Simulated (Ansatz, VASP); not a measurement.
# WC (NiAs type (invented)) in two plane-wave programs, part 2 of 2

Wanted: the spread between two codes on one cell, functional and k mesh. The cell is generated by rule, not measured, and may not be a known phase. Of the first pair: The two relaxations start from unlike cells of this crystal (the structure described is Ansatz's start), so only their ends are compared.

VASP 6.6.1 and Ansatz 0.2.0.

So far: The starting structure; VASP: relaxation of cell and atoms, LDA, pair 1; Ansatz: relaxation of cell and atoms, LDA, pair 1; Comparison.

**5. VASP: relaxation of cell and atoms, LDA, pair 2**

Level of this step: LDA; plane waves and PAW (W, C); invented cell (VASP).

The relaxed volume is the usual yardstick between codes: in a stiff, nearly cubic crystal its relative difference is about their pressure difference at one cell divided by the bulk modulus. Its start cell is another than that of the pair before, and may be another structure of the material.

Input file INCAR:

```
SYSTEM = WC
PREC = Accurate
ENCUT = 600
EDIFF = 1E-07
NELM = 120
ISMEAR = 0
SIGMA = 0.1
LREAL = .FALSE.
ALGO = Normal
GGA = CA
NBANDS = 16
LASPH = .TRUE.
LORBIT = 11
LWAVE = .FALSE.
LCHARG = .FALSE.
ISIF = 3
IBRION = 2
NSW = 80
EDIFFG = -0.005
GGA_COMPAT = .FALSE.
NELMIN = 4
```

Input file POSCAR:

```
WC
1.0
    2.8757320000      0.0000000000      0.0000000000
   -1.4378660000      2.4904570000      0.0000000000
    0.0000000000      0.0000000000      5.6946560000
W C
2 2
Direct
    0.0000000000      0.0000000000      0.0000000000
    0.0000000000      0.0000000000      0.5000000000
    0.3333334003      0.6666668005      0.2500000000
    0.6666665997      0.3333331995      0.7500000000
```

Input file KPOINTS:

```
Automatic mesh
0
Gamma
18 18 8
0 0 0
```

PAW data sets: W and C (LDA family, release 64).

Run with:

```console
mpirun -np 1 vasp_std
```

Numbers of over 12 decimals in the logs are rounded to 6 here.

The program printed:

```text
[... set-up lines as in an earlier step ...]
 entering main loop
       N       E                     dE             d eps       ncg     rms          rms(c)
DAV:   1     0.723827826638E+02    0.72383E+02   -0.10593E+04  5920   0.129E+03
DAV:   2    -0.491272644137E+02   -0.12151E+03   -0.11731E+03  7608   0.290E+02
DAV:   3    -0.549797457149E+02   -0.58525E+01   -0.57435E+01  8432   0.556E+01
DAV:   4    -0.550612279909E+02   -0.81482E-01   -0.81423E-01  6808   0.716E+00
[...]
DAV:  12    -0.488017471639E+02    0.12969E-05   -0.45438E-06  7872   0.168E-02    0.954E-03
DAV:  13    -0.488017469265E+02    0.23740E-06   -0.11702E-06  7608   0.592E-03    0.329E-03
DAV:  14    -0.488017469316E+02   -0.50948E-08   -0.47342E-08  4448   0.189E-03
   1 F= -.48801747E+02 E0= -.48798371E+02  d E =-.488017E+02
[...]
2 F= -.48801021E+02 E0= -.48797646E+02  d E =0.726197E-03
[...]
3 F= -.48801961E+02 E0= -.48798584E+02  d E =-.214381E-03
[...]
4 F= -.48801963E+02 E0= -.48798599E+02  d E =-.143112E-05
[...]
5 F= -.48801999E+02 E0= -.48798628E+02  d E =-.375074E-04
[...]
reached required accuracy - stopping structural energy minimisation
```

Parts of OUTCAR (step 5):

```text
  Total       -0.0008017     -0.0008017     -0.0002691      0.0000000      0.0000000     -0.0000000
  in kB       -0.0314402     -0.0314402     -0.0105537      0.0000000      0.0000000     -0.0000000
  external PRESSURE =      -0.0244780 kB  Pullay stress =       0.0000000 kB

 POSITION                                       TOTAL-FORCE (eV/Angst)
 -----------------------------------------------------------------------------------
      0.00000      0.00000      0.00000         0.000000     -0.000000      0.000000
      0.00000     -0.00000      2.84589         0.000000     -0.000000      0.000000
      0.00000      1.66214      1.42295        -0.000000      0.000000      0.000000
      1.43946      0.83107      4.26884        -0.000000     -0.000000     -0.000000
 -----------------------------------------------------------------------------------
    total drift:                                0.000000      0.000000     -0.000000

  FREE ENERGIE OF THE ION-ELECTRON SYSTEM (eV)
  ---------------------------------------------------
  free  energy   TOTEN  =       -48.8019988199 eV

  energy  without entropy=      -48.7952565686  energy(sigma->0) =      -48.79862769

[... 1 part as in an earlier step ...]

[... 3 further parts left out ...]
[key lines of the parts left out:]
E-fermi :   8.6860
```

**6. Ansatz: relaxation of cell and atoms, LDA, pair 2**

The same cell, functional (in two slightly different forms), mesh and smearing now go to Ansatz, which takes its cutoff from its data sets.

The cell is taken from a series of runs on this material, whose earlier steps may have relaxed, scaled, displaced or heated it; both programs get it as it stands.

Input file input.yaml:

```yaml
crystal:
  lattice:
    - [2.8757320235, 0.0, 0.0]
    - [-1.4378660118, 2.4904569868, 0.0]
    - [0.0, 0.0, 5.6946563532]
  atoms:
    - { symbol: W, position: [0.0, 0.0, 0.0] }
    - { symbol: W, position: [0.0, 0.0, 0.5] }
    - { symbol: C, position: [0.3333333333, 0.6666666667, 0.25] }
    - { symbol: C, position: [0.6666666667, 0.3333333333, 0.75] }
kpoints:
  mp_grid: { grid: [18, 18, 8] }
hamiltonian:
  xc: lda
scf:
  occupations: { method: gaussian, width: 0.1 }
output:
  forces: true
  stress: true
  eigenvalues: true
relax:
  adjacent_minimum: "off"
  f_tol: 0.005
  max_steps: 80
  cell: { stress_tol: 0.05 }
```

Run with:

```console
ansatz run input.yaml --threads 2 --pin off --max-ram 5120MiB --backend cpu --events-out ev --progress --plain --runs-dir out
```

The program printed:

```text
[...]
Crystal: 4 atoms, lattice volume = 40.784 Å³
Basis set: ecut = 420 eV, 799 PW (Γ)
Bands: 22, of which v1, the nominal top of the filled ones, is band 18 counted from 1 (17 counted from 0)
Symmetry: 24 space group operations
[...]
k-points: 185 of 2592
[...]
--- Relaxed structure (3 steps of the walk, 2 accepted, 1 SCFs on fresh bases) ---
[...]
cell:  # Å, volume = 40.7899 Å³
    - [2.877911, 2.888950446853675e-11, 0.0]
    - [-1.438955, 2.492344, 0.0]
    - [0.0, 0.0, 5.686787]
  atoms:
    - { symbol: W, position: [0, 0, 0.0] }
    - { symbol: W, position: [0, 0, 0.500000] }
    - { symbol: C, position: [0.333333, 0.666667, 0.250000] }
    - { symbol: C, position: [0.666667, 0.333333, 0.75] }
[key lines of the parts left out:]
SCF converged after 3 iterations
Free energy (F): -20745.848021 eV
Fermi energy:    20.855207 eV
P = ⅓ Tr σ = 0.0041 GPa (0.041 kbar)
```

**7. Comparison**

What differs besides the data sets and the points named for the pairs above, as far as they apply: the data sets hold 36 valence electrons in Ansatz (on its default PAW (the set named soft_2) files) and 20 in VASP. Total energies have different zeros and are not compared.

The two programs side by side:

| quantity | Ansatz | VASP | difference |
| --- | --- | --- | --- |
| volume (Å³) | 40.79 | 40.85 | -0.16 % |
| edge a after relaxation, in the typed setting (Å) | 2.878 | 2.879 | -0.03 % |
| edge c after relaxation, in the typed setting (Å) | 5.687 | 5.692 | -0.09 % |

**8. What came out**

```yaml
difference_in_volume_relaxation_of_cell_and_atoms_lda_pair_1: -0.15 %
difference_in_volume_relaxation_of_cell_and_atoms_lda_pair_2: -0.16 %
```

In words: The difference in volume is -0.16 % (relaxation of cell and atoms, LDA, pair 2), within the 1.2 % picked in this series as the mark of a large difference, as far as the stopping tolerances let one tell. The data sets hold unlike numbers of valence electrons (36 in Ansatz and 20 in VASP), so part of the differences comes from the potentials. How closely two codes agree says nothing of how well the functional describes the real material.

[Lines on the potential files, build, host, timing and source positions are cut from VASP's logs without a mark.]

[Logs are printed without paths, hosts, clocks, repeated set-up lines and the standing remarks that a program may print on its own settings, such as how far it seeks lower states.]

[Hosts, paths, dates, database ids (printed as entryN), source tags and the programs' standing remarks are cut or masked in the printed files.]
